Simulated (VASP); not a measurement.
Si (diamond): the LDA gap over mesh and path against the volume, with the cell scaled uniformly; LDA's own equilibrium is at 19.715 Å³/atom. VASP (PAW), 400 eV cut-off, 9×9×9 Γ-centred mesh, Gaussian smearing of 0.050 eV, potentials Si.  Fit the value as a straight line in ln V.

| V (Å³/atom) | LDA gap over mesh and path (eV) |
|---|---|
| 17.349 | 0.188 |
| 17.941 | 0.261 |
| 18.532 | 0.327 |
| 19.124 | 0.388 |
| 19.715 | 0.444 |
| 20.307 | 0.495 |

**Question.** Fit the rows as the text says and predict the value at 20.898.

**Answer.** The slope against ln V is 1.95 eV, the volume deformation potential of this gap. The line misses the rows by up to 0.006 and gives 0.557 at 20.898. The run gave 0.542, -0.015 from the line.

Left out are failed runs and those whose mesh is unfit for this quantity.

The compound is Si in the diamond structure.
